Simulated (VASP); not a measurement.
Given:

```
CELL_PARAMETERS angstrom
      0.00000     3.61421     3.61421
      3.61421     0.00000     3.61421
      3.61421     3.61421     0.00000
ATOMIC_POSITIONS crystal
  Hf 0.00000 0.00000 0.00000
  Te 0.25000 0.25000 0.25000
```

These are PBEsol GGA, VASP's PBE PAW potentials (set 64) (plane waves; VASP 6.6.1) values and carry that method's errors. Settings: 400 eV cut-off, 8×8×8 Γ-centred mesh, first-order Methfessel-Paxton smearing of 0.10 eV, potentials Hf_pv Te.

Energy and stress use the plane-wave basis of the starting cell.

Problem. The ions, cell shape and volume are relaxed. Predict the relaxed structure.

Solution. 
```
CELL_PARAMETERS angstrom
      0.00000     3.18229     3.18229
      3.18229     0.00000     3.18229
      3.18229     3.18229     0.00000
ATOMIC_POSITIONS crystal
  Hf 0.00000 0.00000 0.00000
  Te 0.25000 0.25000 0.25000
```
Space group F-43m (216), at a tolerance of 0.03 Å.

Problem. How do energy and volume change from the first to the last step?

Solution. The energy (σ→0) changes by -729.3 meV/atom and the volume by -31.7 %, in 6 ionic steps.

The structure was generated: HfTe was put into the zinc blende type (F-43m), which need not be its known phase. This run relaxes it. Symmetry was kept, so distortions that lower it aren't found.
